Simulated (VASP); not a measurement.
Input:

```
CELL_PARAMETERS angstrom
      0.00000     2.83207     2.83207
      2.83207     0.00000     2.83207
      2.83207     2.83207     0.00000
ATOMIC_POSITIONS crystal
  Ge 0.62500 0.62500 0.62500
  Ge 0.12500 0.62500 0.62500
  Ge 0.62500 0.62500 0.12500
  Ge 0.62500 0.12500 0.62500
```

The numbers are results of PBE GGA, VASP's PBE PAW potentials (set 64) (plane waves; VASP), not measurements. Settings: 300 eV cut-off, 5×5×5 Γ-centred mesh, Gaussian smearing of 0.10 eV, potentials Ge_d.

At this cut-off the stress carries a Pulay error, which pulls relaxed volumes low.

**Question.** Give the stress tensor in GPa (positive for a compressed cell).

**Answer.** 
```
282.96    0.00    0.00
  0.00  282.96    0.00
  0.00    0.00  282.96
```
The pressure is its mean diagonal, 282.96 GPa.

The structure comes from a measured Ge entry of the Crystallography Open Database, whose conditions weren't checked. The cell was not relaxed at this level. The k-mesh is coarse (spacing up to 0.38 per Å, 2π included), so the numbers may not be converged in it.
